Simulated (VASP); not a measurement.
Level of theory: PBEsol GGA, VASP's PBE PAW potentials (set 64) (plane waves; VASP).

VASP input:

**KPOINTS**
```
Automatic mesh
0
Gamma
11 11 11
0 0 0
```

**INCAR**
```
SYSTEM = LiF
PREC = Accurate
ENCUT = 520
EDIFF = 1E-7
NELM = 100
ALGO = Normal
LREAL = .FALSE.
LASPH = .TRUE.
ISMEAR = 0
SIGMA = 0.05
GGA = PS
LWAVE = .FALSE.
LCHARG = .FALSE.
ISIF = 2
```

POSCAR:
```
LiF
1
    0.0000000000     2.0218677416     2.0218677416
    2.0218677416     0.0000000000     2.0218677416
    2.0218677416     2.0218677416     0.0000000000
Li F
1 1
Direct
  0.0000000000   0.0000000000   0.0000000000
  0.5000000000   0.5000000000   0.5000000000
```

POTCAR, in this order: Li_sv F (PBE.64 set). Program: vasp_std.

The resulting files:

OSZICAR:
```
       N       E                     dE             d eps       ncg     rms          rms(c)
DAV:   1     0.292661510280E+02    0.29266E+02   -0.55712E+03  1073   0.113E+03
DAV:   2    -0.930856277297E+01   -0.38575E+02   -0.37454E+02  1086   0.200E+02
DAV:   3    -0.102660792032E+02   -0.95752E+00   -0.95538E+00  1349   0.306E+01
DAV:   4    -0.102769832250E+02   -0.10904E-01   -0.10901E-01  1359   0.317E+00
DAV:   5    -0.102770193599E+02   -0.36135E-04   -0.36135E-04  1325   0.142E-01    0.407E+00
DAV:   6    -0.984994038777E+01    0.42708E+00   -0.22782E+00  1027   0.116E+01    0.141E+00
DAV:   7    -0.984794973014E+01    0.19907E-02   -0.16072E-02  1429   0.147E+00    0.837E-01
DAV:   8    -0.985039354545E+01   -0.24438E-02   -0.13005E-02  1433   0.157E+00    0.950E-02
DAV:   9    -0.985047344858E+01   -0.79903E-04   -0.87564E-04  1104   0.324E-01    0.418E-02
DAV:  10    -0.985050892585E+01   -0.35477E-04   -0.13401E-04  1122   0.108E-01    0.377E-03
DAV:  11    -0.985050968152E+01   -0.75567E-06   -0.18271E-06  1412   0.174E-02    0.238E-03
DAV:  12    -0.985050975225E+01   -0.70733E-07   -0.38914E-07  1136   0.740E-03
   1 F= -.98505098E+01 E0= -.98505098E+01  d E =-.365788E-16
```

**OUTCAR**
```
------------------------ aborting loop because EDIFF is reached ----------------------------------------
  FORCE on cell =-STRESS in cart. coord.  units (eV):
  Direction    XX          YY          ZZ          XY          YZ          ZX
  --------------------------------------------------------------------------------------
  Total       -0.2208954     -0.2208954     -0.2208954      0.0000000      0.0000000     -0.0000000
  in kB      -21.4096273    -21.4096273    -21.4096273      0.0000000      0.0000000     -0.0000000
  external PRESSURE =     -21.4096273 kB  Pullay stress =       0.0000000 kB
  volume of cell :       16.53
      direct lattice vectors                 reciprocal lattice vectors
     0.000000000  2.021867742  2.021867742    -0.247296096  0.247296096  0.247296096
     2.021867742  0.000000000  2.021867742     0.247296096 -0.247296096  0.247296096
     2.021867742  2.021867742  0.000000000     0.247296096  0.247296096 -0.247296096
  FREE ENERGIE OF THE ION-ELECTRON SYSTEM (eV)
  ---------------------------------------------------
  free  energy   TOTEN  =        -9.8505097523 eV

  energy  without entropy=       -9.8505097523  energy(sigma->0) =       -9.85050975
```
(Selected blocks of OUTCAR.)

The compound is LiF in the rock salt structure. This cell is one point of a volume scan, at 1.03 of the reference volume.
